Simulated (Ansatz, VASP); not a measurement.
# Cross-check of Hf (Hafnium) between VASP and Ansatz, part 2 of 2

Aim: how closely do two programs agree when they are given the same cell, functional and k mesh? The cell is taken from a series of runs on this material, whose earlier steps may have relaxed, scaled, displaced or heated it; both programs get it as it stands.

VASP 6.6.1 and Ansatz 0.2.0.

So far: The structure; Ansatz: zone-centre phonons, LDA; VASP: zone-centre phonons, LDA.

**3. VASP: zone-centre phonons, LDA (continued)**

Level of this step: LDA; plane waves and PAW (Hf_pv) (VASP).

Numbers of over 12 decimals in the logs are rounded to 6 here.

From OUTCAR (step 3):

```text
ion  position               nearest neighbor table
   1  0.333  0.667  0.250-   2 3.11   2 3.11   2 3.11   2 3.11   2 3.11   2 3.11
   2  0.667  0.333  0.750-   1 3.11   1 3.11   1 3.11   1 3.11   1 3.11   1 3.11

  LATTYP: Found a hexagonal cell.
 ALAT       =     3.1851257600
 C/A-ratio  =     1.5779118021

 Subroutine GETGRP returns: Found 24 space group operations
 (whereof 12 operations were pure point group operations)

The static configuration has the point symmetry D_3d.
 The point group associated with its full space group is D_6h.

 Found    135 irreducible k-points:

   k-points           NKPTS =    135   k-points in BZ     NKDIM =    135   number of bands    NBANDS=     16

   dimension x,y,z NGX =    24 NGY =   24 NGZ =   40
   dimension x,y,z NGXF=    48 NGYF=   48 NGZF=   80

   ENCUT  =  500.0 eV  36.75 Ry    6.06 a.u.   5.81  5.81  9.16*2*pi/ulx,y,z

   NELECT =      20.0000    total number of electrons

 k-points in reciprocal lattice and weights: Automatic mesh
   0.00000000  0.00000000  0.00000000       0.001
   0.06666667 -0.00000000  0.00000000       0.003
   0.13333333 -0.00000000  0.00000000       0.003
   0.20000000  0.00000000  0.00000000       0.003
   0.26666667 -0.00000000  0.00000000       0.003
   0.33333333 -0.00000000  0.00000000       0.003
   0.40000000  0.00000000  0.00000000       0.003
   0.46666667 -0.00000000  0.00000000       0.003
   0.06666667  0.06666667  0.00000000       0.003
[...]
0.33333333  0.26666667  0.50000000       0.007
   0.33333333  0.33333333  0.50000000       0.001

 average (electrostatic) potential at core
       1 -37.5702       2 -37.5702

  Total       -1.7638913     -1.7638913     -1.7759988      0.0000000      0.0000000     -0.0000000
  in kB      -64.0013720    -64.0013720    -64.4406843      0.0000000      0.0000000     -0.0000000
  external PRESSURE =     -64.1478094 kB  Pullay stress =       0.0000000 kB

  energy-cutoff  :      500.00
  volume of cell :       44.16
      direct lattice vectors                 reciprocal lattice vectors
     3.185125760  0.000000000  0.000000000     0.313959346  0.181264513  0.000000000
    -1.592562880  2.758399822  0.000000000     0.000000000  0.362529026  0.000000000
     0.000000000  0.000000000  5.025847528     0.000000000  0.000000000  0.198971416

 POSITION                                       TOTAL-FORCE (eV/Angst)
 -----------------------------------------------------------------------------------
      0.00000      1.83893      1.25646        -0.000000      0.000000      0.000000
      1.59256      0.91947      3.76939         0.000000     -0.000000      0.000000
 -----------------------------------------------------------------------------------
    total drift:                               -0.000000     -0.000000      0.000000

 Eigenvectors and eigenvalues of the dynamical matrix
 ----------------------------------------------------

   1 f  =    2.676627 THz    16.817740 2PiTHz   89.282650 cm-1    11.069633 meV
             X         Y         Z           dx          dy          dz
      0.000000  1.838933  1.256462     0.000000    0.000000    0.707107
      1.592563  0.919467  3.769386    -0.000000   -0.000000   -0.707107

   2 f  =    2.250236 THz    14.138651 2PiTHz   75.059802 cm-1     9.306225 meV
             X         Y         Z           dx          dy          dz
      0.000000  1.838933  1.256462    -0.707107   -0.000000   -0.000000
      1.592563  0.919467  3.769386     0.707107   -0.000000    0.000000

   3 f  =    2.250236 THz    14.138651 2PiTHz   75.059802 cm-1     9.306225 meV
             X         Y         Z           dx          dy          dz
      0.000000  1.838933  1.256462     0.000000    0.707107   -0.000000
      1.592563  0.919467  3.769386    -0.000000   -0.707107    0.000000

   4 f  =    0.000000 THz     0.000000 2PiTHz    0.000000 cm-1     0.000000 meV
             X         Y         Z           dx          dy          dz
      0.000000  1.838933  1.256462     0.703049    0.068061   -0.033019
      1.592563  0.919467  3.769386     0.703049    0.068061   -0.033019

   5 f/i=    0.000000 THz     0.000000 2PiTHz    0.000001 cm-1     0.000000 meV
             X         Y         Z           dx          dy          dz
      0.000000  1.838933  1.256462     0.056067   -0.261613    0.654534
      1.592563  0.919467  3.769386     0.056067   -0.261613    0.654534

   6 f/i=    0.000000 THz     0.000000 2PiTHz    0.000001 cm-1     0.000000 meV
             X         Y         Z           dx          dy          dz
      0.000000  1.838933  1.256462     0.050784   -0.653396   -0.265508
      1.592563  0.919467  3.769386     0.050784   -0.653396   -0.265508

 ELASTIC MODULI CONTR FROM IONIC RELAXATION (kBar)
 Direction    XX          YY          ZZ          XY          YZ          ZX
 --------------------------------------------------------------------------------
 XX        -112.1626    112.1626     -0.0000     -0.0000      0.0000      0.0000
 YY         112.1626   -112.1626      0.0000      0.0000     -0.0000     -0.0000
 ZZ          -0.0000      0.0000     -0.0000     -0.0000      0.0000      0.0000
 XY          -0.0000      0.0000     -0.0000   -112.1626     -0.0000     -0.0000
 YZ           0.0000     -0.0000      0.0000     -0.0000     -0.0000     -0.0000
 ZX           0.0000     -0.0000      0.0000     -0.0000     -0.0000     -0.0000
 --------------------------------------------------------------------------------
```

Energies printed during the response cycles are not total energies of the cell.

**4. Comparison**

Known differences besides the potentials themselves: the data sets hold 52 valence electrons in Ansatz (on its PAW soft_1 files) and 20 in VASP; the cutoff is 420 eV in Ansatz and 500 eV in VASP; VASP's log shows a relativistic correction to its local exchange, Ansatz's none. Total energies have different zeros and are not compared.

Compared:

| quantity | Ansatz | VASP | difference |
| --- | --- | --- | --- |
| optical mode 1 to 2 (cm⁻¹) | 75.6 | 75.1 | +0.73 % |
| optical mode 3 (cm⁻¹) | 89.9 | 89.3 | +0.68 % |

Modes are paired by rising frequency, not by their patterns, so a pair may set unlike modes beside each other; they are those without the splitting of longitudinal modes.

**5. What came out**

```json
{
 "r.m.s. difference of the optical zone-centre modes, each program's sorted by frequency (zone-centre phonons, LDA)": "0.57 cm⁻¹",
 "difference in optical mode 1 to 2 (zone-centre phonons, LDA)": "+0.7 %"
}
```

The r.m.s. difference of the optical zone-centre modes, each program's sorted by frequency is 0.57 cm⁻¹ (zone-centre phonons, LDA). The data sets hold unlike numbers of valence electrons (52 in Ansatz and 20 in VASP), so part of the differences comes from the potentials. Among the rows given in per cent, the largest difference of the zone-centre phonons, LDA pair is in optical mode 1 to 2, +0.7 %. Such differences can come from data sets, numerical settings and the points named under the comparisons, not from the functional's error against experiment.

[Lines on the potential files, build, host, timing and source positions are cut from VASP's logs without a mark.]

[Logs are printed without paths, hosts, clocks, repeated set-up lines and the standing remarks that a program may print on its own settings, such as how far it seeks lower states.]

[Hosts, paths, dates, database ids (printed as entryN), source tags and the programs' standing remarks are cut or masked in the printed files.]
